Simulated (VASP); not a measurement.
Write the native input for VASP 6.6.1 that does the following.

| Quantity | Value |
| --- | --- |
| Task | relaxation of cell and atoms |
| Functional | PBE |
| Potentials or basis | VASP PAW PBE potentials, release 64 (Cs_sv, Hg, H) |
| Cutoff | 600 eV |
| k mesh | 4 × 4 × 4 |
| Occupations | gaussian, width 0.1 eV |
| Spin | no spin polarisation |
| Dipole correction | no |
| Further INCAR settings | ALGO = Normal; EDIFF = 1e-06; IBRION = 2; EDIFFG = -0.04; NSW = 90; ISIF = 3 |

The structure of CsHgH3 lies in POSCAR:

```
CsHgH3
1.0
    4.3186098374      0.0000000000      0.0000000000
    0.0000000000      4.3186098374      0.0000000000
    0.0000000000      0.0000000000      4.3186098374
Cs Hg H
1 1 3
Direct
    0.0000000000      0.0000000000      0.0000000000
    0.5000000000      0.5000000000      0.5000000000
    0.0000000000      0.5000000000      0.5000000000
    0.5000000000      0.5000000000      0.0000000000
    0.5000000000      0.0000000000      0.5000000000
```

The cell was built by a generator and needn't be a form met in nature.

The input as run:

INCAR

```
SYSTEM = CsHgH3
PREC = Accurate
ENCUT = 600
EDIFF = 1E-6
ISMEAR = 0
SIGMA = 0.1
LREAL = .False.
LASPH = .True.
NELM = 100
ALGO = Normal
ISIF = 3
LWAVE = .False.
LCHARG = .False.
GGA = PE
IBRION = 2
NSW = 90
EDIFFG = -0.04
```

KPOINTS

```
Automatic mesh
0
Gamma
  4 4 4
  0 0 0
```

Potentials or basis: VASP PAW PBE potentials, release 64 (Cs_sv, Hg, H).

Command:

```sh
$ cat potpaw_PBE.64/Cs_sv/POTCAR potpaw_PBE.64/Hg/POTCAR potpaw_PBE.64/H/POTCAR > POTCAR
$ mpirun -np 1 vasp_std > vasp.out
```

Results of the run:

```yaml
Pressure_after_relaxing: 0.1 GPa
Band_gap_on_the_k_mesh: none (metal or under the smearing width)
```

Caveat: the k mesh is coarse (spacing up to 0.36 Å⁻¹), so the values aren't converged; the relaxation stopped at its first step, so nothing moved.

Run time: 20 s on 1 thread of Intel(R) Xeon(R) Platinum 8559C (Emerald Rapids), on a shared host, peak memory 0.21 GiB.
